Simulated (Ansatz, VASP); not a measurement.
## Two plane-wave programs on MgBe2S3

```
Mg Be S
1.0
     3.85183    0.00000    0.00000
     0.00000    3.85183    0.00000
     0.00000    0.00000    8.48230
Mg Be S
1 2 3
Direct
  0.00000 0.00000 0.00000
  0.50000 0.00000 0.50000
  0.00000 0.50000 0.50000
  0.50000 0.50000 0.87180
  0.50000 0.50000 0.12820
  0.50000 0.50000 0.50000
```

Alike in both runs: functional PBE; k mesh 10 × 10 × 6; occupations gaussian, width 0.1 eV; no spin polarisation.

Ansatz relaxed the structure, and its values are those at the end. VASP's run is a single point on that final structure, the one shown.

|  | VASP | Ansatz |
| --- | --- | --- |
| version | VASP 6.6.1 | Ansatz 0.2.0 |
| potentials or method | VASP PAW PBE potentials, release 64 (Mg, Be, S) | scalar-relativistic, plane waves, PAW |
| plane-wave cutoff (eV) | 520 | 420 |
| valence electrons in the cell | 24 | 32 |

```csv
,VASP,Ansatz,Ansatz less VASP
gap on the k mesh at the Fermi level (eV),none,none,-
pressure (GPa),-0.1,0.0,+0.15
rms of the force components (eV/Å),0.031,0.000,-0.0312
```

A gap of «none» marks a metal or a gap that the smearing closes. With one functional, cell and mesh, what is left measures potentials, basis and numerics. The two sets of potentials don't hold the same shells in valence.
